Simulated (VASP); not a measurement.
An input for Ansatz (written as the equivalent of a VASP run, and not itself run):

Ansatz 0.2 input:
```yaml
crystal:
  lattice:
    - [3.1582674, 0.0000000, 0.0000000]
    - [0.0000000, 3.1582674, 0.0000000]
    - [0.0000000, 0.0000000, 3.1582674]
  atoms:
    - { symbol: Pb, position: [0.0000000, 0.0000000, 0.0000000] }
    - { symbol: O, position: [0.5000000, 0.5000000, 0.5000000] }
kpoints:
  mp_grid: { grid: [8, 8, 8] }
hamiltonian:
  xc: pbesol
  pseudopotentials: { kind: paw }
scf:
  occupations: { method: gaussian, width: 0.05 }
  max_iter: 100
relax:
  max_steps: 60
  f_tol: 0.01
  cell: {}
output: { forces: true, stress: true, eigenvalues: true }
```

Q: Translate this input to VASP (INCAR, KPOINTS, POSCAR, choice of POTCAR).

A: Several could match; the one computed here: 
POSCAR:
```
PbO
1
    3.1582674367     0.0000000000     0.0000000000
   -0.0000000000     3.1582674367     0.0000000000
    0.0000000000    -0.0000000000     3.1582674367
Pb O
1 1
Direct
  0.0000000000   0.0000000000   0.0000000000
  0.5000000000   0.5000000000   0.5000000000
```

INCAR:
```
ALGO=Normal
EDIFF=1E-6
EDIFFG=-0.01
ENCUT=520
GGA=PS
IBRION=2
ISIF=3
ISMEAR=0
LASPH=.True.
LCHARG=.False.
LMAXMIX=4
LREAL=.False.
LWAVE=.False.
NELM=100
NSW=60
PREC=Accurate
SIGMA=0.05
SYSTEM=PbO
```

**KPOINTS**
```
Automatic mesh
0
Gamma
8 8 8
0 0 0
```

POTCAR, in this order: Pb_d O (PBE.64 set). Program: vasp_std.

What does not carry over: each code has its own PAW files, so the cut-off isn't converted (ENCUT is set for VASP's; basis.ecutwfc is left out, and Ansatz then takes the one that its files recommend); Ansatz stops its SCF on the density residual and VASP on the energy change (EDIFF).

The structure was generated: PbO was put into the CsCl type type (Pm-3m), which need not be its known phase. It was relaxed first, which changed the volume by +50 %. The start is the result of an earlier pass.
